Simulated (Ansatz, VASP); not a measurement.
# In3Sb3H8 (InSb wire along [110], 6 atoms a period, H-terminated): VASP beside Ansatz, part 2 of 2

One calculation is typed for both programs; each brings its own data sets. How far apart do they land? The cell is taken from a series of runs on this material, whose earlier steps may have relaxed, scaled, displaced or heated it; both programs get it as it stands.

VASP 6.6.1 and Ansatz 0.2.0.

So far: The starting structure; VASP: single point, PBE, spin-orbit coupling.

## 3. Ansatz: single point, PBE, spin-orbit coupling

Level of this step: Ansatz beside VASP: Kohn-Sham DFT, plane waves, PBE, spin-orbit coupling (Ansatz).

Ansatz runs on its PAW fully relativistic soft_1 files.

The same cell, functional, mesh and smearing now go to Ansatz, which takes its cutoff from its data sets.

Input file input.yaml:

```yaml
crystal:
  lattice:
    - [13.811, 0.0, 0.0]
    - [0.0, 14.395, 0.0]
    - [0.0, 0.0, 4.8269355918]
  atoms:
    - { symbol: Sb, position: [0.430293815, 0.67019862, 0.0] }
    - { symbol: H, position: [0.529469783, 0.741910981, 0.0] }
    - { symbol: In, position: [0.530782721, 0.5, 0.0] }
    - { symbol: H, position: [0.312584837, 0.166734221, 0.5] }
    - { symbol: H, position: [0.228055332, 0.368179687, 0.5] }
    - { symbol: H, position: [0.312584837, 0.833265779, 0.5] }
    - { symbol: H, position: [0.228055332, 0.631820313, 0.5] }
    - { symbol: In, position: [0.320757913, 0.286921218, 0.5] }
    - { symbol: In, position: [0.320757913, 0.713078782, 0.5] }
    - { symbol: Sb, position: [0.648300174, 0.5, 0.5] }
    - { symbol: H, position: [0.731023998, 0.411508624, 0.5] }
    - { symbol: H, position: [0.731023998, 0.588491376, 0.5] }
    - { symbol: Sb, position: [0.430293815, 0.32980138, 0.0] }
    - { symbol: H, position: [0.529469783, 0.258089019, 0.0] }
kpoints:
  mp_grid: { grid: [1, 1, 11] }
  band_path: { path: ["Γ", Z], npoints: 90 }
scf:
  occupations: { method: fermi_dirac, width: 0.05 }
hamiltonian:
  xc: pbe
  pseudopotentials: { kind: paw_fr, azcp: { folder: soft_1 } }
magnetization:
  noncollinear: true
  spin_orbit: true
```

Started as:

```
$ ansatz run input.yaml --threads 4 --pin off --max-ram 16384MiB --backend cpu --events-out ev --progress --plain --runs-dir out
```

Numbers of over 12 decimals in the logs are rounded to 6 here.

Output:

```text
Engine: ansatz 0.2.0, aarch64-unknown-linux-gnu
Pseudopotentials: kind: paw_fr
Pseudopotential: Sb, paw, valence charge 15, recommended cutoff 420 eV (normal), soft_1/Sb.paw.azcp
Pseudopotential: H, paw, valence charge 1, recommended cutoff 420 eV (normal), soft_1/H.paw.azcp
Pseudopotential: In, paw, valence charge 13, recommended cutoff 420 eV (normal), soft_1/In.paw.azcp
Functional definition: PBE
  parameter kappa = 0.804
  parameter beta = 0.066725
  exchange = pbe_x(kappa = kappa, mu = beta*pi^2/3)
  correlation = pbe_c(beta = beta)
non-collinear run that drives no moment, with spin-orbit: no starting moment large enough to seed its density (crystal.atoms[].spin), no starting occupations that ask for one, no magnetisation constraint and no magnetic field, so the semilocal B_xc is pinned to zero
Crystal: 14 atoms, lattice volume = 959.640 Å³
Basis set: ecut = 420 eV, 18695 PW (Γ)
Bands: 120, of which v1, the nominal top of the filled ones, is band 92 counted from 1 (91 counted from 0)
Symmetry: 4 space group operations + 4 with time reversal
Magnetic group: BNS 25.58 (UNI 156), of the structure as read, at distance tolerance 9.9e-5 Å
k-points: 6 of 11
Projection manifold: j_resolved (fully-relativistic pseudo-atomic orbitals)
Non-local potential: Sb, projectors of the file, resolved by j, l = 0: 2, l = 1: 4, l = 2: 4, l = 3: 2
Non-local potential: H, projectors of the file, resolved by j, l = 0: 2, l = 1: 2
Non-local potential: In, projectors of the file, resolved by j, l = 0: 2, l = 1: 4, l = 2: 4, l = 3: 2
PAW form: soft (Blöchl's): semilocal exchange-correlation on the pseudo side does not see the compensation charge
PAW one-centre angular grid: Sb, 590 points (default); XC on 96 Gauss nodes
PAW one-centre angular grid: H, 110 points (default); XC on 64 Gauss nodes
PAW one-centre angular grid: In, 590 points (default); XC on 64 Gauss nodes
Initial density: superposition of atomic densities (neutral atoms: chi_scale 0, normalization atom)
Initial wavefunctions: pseudopotential atomic-orbital guess
Functional: x = pbe(κ = 0.804, μ = 0.219515), c = pbe(β = 0.066725)
SCF iter   1: F=—  HF=-36386.638129 eV  |F-HF|=—  |Δ(HF+E_count)|=         —  Δρ=2.75e-2  dr2=8.07e0  dr2_m=0.00e0 (ungated)  ethr=3.10e-3  |M|=0.00e0 ∫|m|=0.00e0 μB  |m|>n=0.0e0 m-floor=0.0e0 τ_xc=0.0e0  β_m=0.30  ⟨swp⟩=8.3  Hψ=4100  notcnv=0  defer=21
preconditioner: auto → Resta (q_TF=auto, 1.846 Å⁻¹)  ε∞=1.5  [insulator: Δε(μ)=1.902 eV  Ē_g=12.755 eV  σ=0.050 eV  W_gap=1.00  n_scr=102 (ndim 8)  ℏωp=9.4 eV  f_vac=0.599  D(μ)=0.00/eV (n_scr^D=0)  ε∞_Penn≈1.5  vacuum switching on, ρ_ref=1.2e-2 e/Å³]
spin=Noncollinear: Resta preconditioning applied to the charge; magnetization (m_x, m_y, m_z) channels mix plain (no charge-response kernel on spin).
SCF iter   2: F=—  HF=-36384.905017 eV  |F-HF|=—  |Δ(HF+E_count)|=    1.73e0  Δρ=1.63e-2  dr2=2.63e0  dr2_m=0.00e0 (ungated)  ethr=3.10e-3  |M|=0.00e0 ∫|m|=0.00e0 μB  |m|>n=0.0e0 m-floor=0.0e0 τ_xc=0.0e0  β_m=0.48  ⟨swp⟩=3.0  Hψ=1030  notcnv=0  defer=124
SCF iter   3: F=—  HF=-36384.149030 eV  |F-HF|=—  |Δ(HF+E_count)|=   7.56e-1  Δρ=3.60e-3  dr2=1.92e-1  dr2_m=0.00e0 (ungated)  ethr=2.86e-3  |M|=0.00e0 ∫|m|=0.00e0 μB  |m|>n=0.0e0 m-floor=0.0e0 τ_xc=0.0e0  β_m=0.49  ⟨swp⟩=2.8  Hψ=894  notcnv=0  defer=124
SCF iter   4: F=—  HF=-36384.118218 eV  |F-HF|=—  |Δ(HF+E_count)|=   3.08e-2  Δρ=1.21e-3  dr2=1.56e-2  dr2_m=0.00e0 (ungated)  ethr=2.08e-4  |M|=0.00e0 ∫|m|=0.00e0 μB  |m|>n=0.0e0 m-floor=0.0e0 τ_xc=0.0e0  β_m=0.55  ⟨swp⟩=3.0  Hψ=960  notcnv=0  defer=130
SCF iter   5: F=—  HF=-36384.119504 eV  |F-HF|=—  |Δ(HF+E_count)|=   1.29e-3  Δρ=4.05e-4  dr2=1.25e-3  dr2_m=0.00e0 (ungated)  ethr=1.69e-5  |M|=0.00e0 ∫|m|=0.00e0 μB  |m|>n=0.0e0 m-floor=0.0e0 τ_xc=0.0e0  β_m=0.61  ⟨swp⟩=2.0  Hψ=860  notcnv=0  defer=130
SCF iter   6: F=—  HF=-36384.120022 eV  |F-HF|=—  |Δ(HF+E_count)|=   5.18e-4  Δρ=1.30e-4  dr2=2.78e-4  dr2_m=0.00e0 (ungated)  ethr=1.36e-6  |M|=0.00e0 ∫|m|=0.00e0 μB  |m|>n=0.0e0 m-floor=0.0e0 τ_xc=0.0e0  β_m=0.60  ⟨swp⟩=2.0  Hψ=957  notcnv=0  defer=130
SCF iter   7: F=—  HF=-36384.120048 eV  |F-HF|=—  |Δ(HF+E_count)|=   2.55e-5  Δρ=3.77e-5  dr2=1.81e-5  dr2_m=0.00e0 (ungated)  ethr=3.03e-7  |M|=0.00e0 ∫|m|=0.00e0 μB  |m|>n=0.0e0 m-floor=0.0e0 τ_xc=0.0e0  β_m=0.59  ⟨swp⟩=2.0  Hψ=782  notcnv=0  defer=130
SCF iter   8: F=—  HF=-36384.120027 eV  |F-HF|=—  |Δ(HF+E_count)|=   2.07e-5  Δρ=1.07e-5  dr2=1.18e-6  dr2_m=0.00e0 (ungated)  ethr=1.97e-8  |M|=0.00e0 ∫|m|=0.00e0 μB  |m|>n=0.0e0 m-floor=0.0e0 τ_xc=0.0e0  β_m=0.64  ⟨swp⟩=2.0  Hψ=920  notcnv=0  defer=130
SCF iter   9: F=—  HF=-36384.120028 eV  |F-HF|=—  |Δ(HF+E_count)|=   1.21e-6  Δρ=3.04e-6  dr2=1.30e-7  dr2_m=0.00e0 (ungated)  ethr=1.28e-9  |M|=0.00e0 ∫|m|=0.00e0 μB  |m|>n=0.0e0 m-floor=0.0e0 τ_xc=0.0e0  β_m=0.65  ⟨swp⟩=2.0  Hψ=782  notcnv=0  defer=130
SCF iter  10: F=-36384.120028 eV  HF=-36384.120028 eV  |F-HF|=4.58e-9  |Δ(HF+E_count)|=   1.16e-7  Δρ=9.51e-7  dr2=9.98e-9  dr2_m=0.00e0 (ungated)  ethr=1.09e-10  |M|=0.00e0 ∫|m|=0.00e0 μB  |m|>n=0.0e0 m-floor=0.0e0 τ_xc=0.0e0  ⟨swp⟩=17.0  Hψ=4177  notcnv=0
SCF 1 converged in 10 iterations: F = -36384.120028 eV  dr2 = 9.98e-9
  greatest PAW one-centre occupation: 0.995 electrons in one spin orbital (limit 2), on the Sb atom at site 9 (counted from 0), in its partial waves of l = 2
NSCF: frozen V_eff on 91 k-points
SCF converged after 10 iterations
Magnetization: |M| = 0.0000 μB,  M = (+0.0000, +0.0000, +0.0000) μB
Absolute magnetization: 0.0000 μB (∫|m|)
  site 0: m = (+0.0000, +0.0000, +0.0000) μB, |m| = 0.0000 μB  (R = 0.71 Å)
  site 1: m = (+0.0000, +0.0000, +0.0000) μB, |m| = 0.0000 μB  (R = 0.71 Å)
  site 2: m = (+0.0000, +0.0000, +0.0000) μB, |m| = 0.0000 μB  (R = 1.16 Å)
  site 3: m = (+0.0000, +0.0000, +0.0000) μB, |m| = 0.0000 μB  (R = 0.72 Å)
  site 4: m = (+0.0000, +0.0000, +0.0000) μB, |m| = 0.0000 μB  (R = 0.72 Å)
  site 5: m = (+0.0000, +0.0000, +0.0000) μB, |m| = 0.0000 μB  (R = 0.72 Å)
  site 6: m = (+0.0000, +0.0000, +0.0000) μB, |m| = 0.0000 μB  (R = 0.72 Å)
  site 7: m = (+0.0000, +0.0000, +0.0000) μB, |m| = 0.0000 μB  (R = 0.72 Å)
  site 8: m = (+0.0000, +0.0000, +0.0000) μB, |m| = 0.0000 μB  (R = 0.72 Å)
  site 9: m = (+0.0000, +0.0000, +0.0000) μB, |m| = 0.0000 μB  (R = 0.71 Å)
  site 10: m = (+0.0000, +0.0000, +0.0000) μB, |m| = 0.0000 μB  (R = 0.71 Å)
  site 11: m = (+0.0000, +0.0000, +0.0000) μB, |m| = 0.0000 μB  (R = 0.71 Å)
  site 12: m = (+0.0000, +0.0000, +0.0000) μB, |m| = 0.0000 μB  (R = 0.71 Å)
  site 13: m = (+0.0000, +0.0000, +0.0000) μB, |m| = 0.0000 μB  (R = 0.71 Å)
Free energy (F): -36384.120028 eV
Harris-Foulkes:  -36384.120028 eV  (|F-HF|=4.58e-9)
Internal energy: -36384.120028 eV  (E = F + TS)
E sigma→0 (E₀):  -36384.120028 eV
Entropy (-TS):   -0.000000 eV (-0.000 meV/atom)
Fermi energy:    -1.796714 eV
--- Per-component energies (eV) ---
  E_band       = -1607.719229
  E_kinetic    = 1244.109258
  E_local      = -26946.537961  (includes V_loc(G=0)·N_el)
  E_nonlocal   = 2161.221314
  E_hartree    = 12240.164989
  E_xc         = -787.583911
  E_vxc        = -620.547435  (∫ρ·V_xc dr)
  E_paw        = -26287.912337  (= ΣΔE_a)
  E_vpaw       = -1926.287322  (= ΣTr[D̂ρ^β])
  E_aug_tail   = -0.006100  (compensation charges beyond the density's cutoff)
  E_ewald      = 1992.424720
  E_smearing   = -0.000000  (= −TS)
  E_closure    = -0.000000  (closes the sum)
  Σ components = -36384.120028   (vs F -36384.120028, Δ=0.00e0)
--- Band table (eV; the first three rows and the last of 6) ---
  k-point 0: bands = [... 88 lower, -2.7908, -2.7908, -2.6669, -2.6669, -0.9398, -0.9398, -0.1667, -0.1667, ... 24 higher]
  k-point 1: bands = [... 88 lower, -3.0019, -2.9310, -2.7983, -2.7615, -0.6764, -0.6735, 0.0679, 0.0955, ... 24 higher]
  k-point 2: bands = [... 88 lower, -3.2125, -3.1822, -2.9790, -2.9769, -0.2217, -0.2161, 0.3632, 0.4156, ... 24 higher]
  k-point 5: bands = [... 88 lower, -3.6198, -3.6195, -3.5732, -3.5300, -0.1290, -0.1202, 0.3046, 0.3169, ... 24 higher]
```

The column dr2 measures how far the density is from self-consistency, as an energy; F and HF (Harris–Foulkes) agree once it is small.

## 4. Side by side

Known differences besides the potentials themselves: spin-orbit coupling enters by fully relativistic files in Ansatz and inside the spheres in VASP; the data sets hold 92 valence electrons in Ansatz (on its PAW fully relativistic soft_1 files) and 62 in VASP; the cutoff is 420 eV in Ansatz and 400 eV in VASP. Total energies have different zeros and are not compared.

Both answers:

| quantity | Ansatz | VASP | difference |
| --- | --- | --- | --- |
| gap on the k mesh (eV) | 1.727 | 1.726 | +0.002 |

A gap on the mesh is an upper bound, since the band edges may lie between its points.

## 5. Results

| Property | Result |
| --- | --- |
| difference in gap on the k mesh (single point, PBE, spin-orbit coupling) | 0.0016 eV |

The difference in gap on the k mesh is 0.0016 eV (single point, PBE, spin-orbit coupling), within the 0.08 eV picked in this series as the mark of a large difference. The data sets hold unlike numbers of valence electrons (92 in Ansatz and 62 in VASP), so part of the differences may come from the potentials. How closely two codes agree says nothing of how well the functional describes the real material.

[Lines on the potential files, build, host, timing and source positions are cut from VASP's logs without a mark.]

[Logs are printed without paths, hosts, clocks, repeated set-up lines and the standing remarks that a program may print on its own settings, such as how far it seeks lower states.]

[Hosts, paths, dates, database ids (printed as entryN), source tags and the programs' standing remarks are cut or masked in the printed files.]
